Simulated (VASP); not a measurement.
A convergence study with VASP on CdS (zinc blende): one setting is varied, all else stays as given below, so the limit is that of these other settings.

```xyz
2
Lattice="0.0000 2.9100 2.9100 2.9100 0.0000 2.9100 2.9100 2.9100 0.0000" Properties=species:S:1:pos:R:3 pbc="T T T"
Cd     0.0000     0.0000     0.0000
S      1.4550     1.4550     1.4550
```

The numbers are results of PBE GGA, VASP's PBE PAW potentials (set 64) (plane waves; VASP), not measurements. The tightest run used: 550 eV cut-off, 17×17×17 Γ-centred mesh, Gaussian smearing of 0.050 eV, potentials Cd S.

| setting | E (eV/atom) | pressure (GPa) | irreducible k-points |
|---|---|---|---|
| 1×1×1 mesh | 2.3517 | 39.57 | 1 |
| 2×2×2 mesh | -2.5772 | 7.03 | 3 |
| 3×3×3 mesh | -2.9767 | 4.40 | 4 |
| 4×4×4 mesh | -3.0402 | 3.83 | 8 |
| 5×5×5 mesh | -3.0529 | 3.70 | 10 |

### Question
These are the cheaper rows. Estimate the results at 17×17×17 mesh, and how far the last row shown lies from them.

### Answer

```
quantity        tightest run  last row shown is off by
--------------  ------------  ------------------------
E (eV/atom)          -3.0572                    0.0043
pressure (GPa)          3.66                      0.04
```

Left out are rungs that failed or repeat a setting and relaxations that didn't move; long series are thinned to 24 rows.

The compound is CdS in the zinc blende structure, a metastable form; wurtzite is the usual one. The cell was not relaxed at this level.
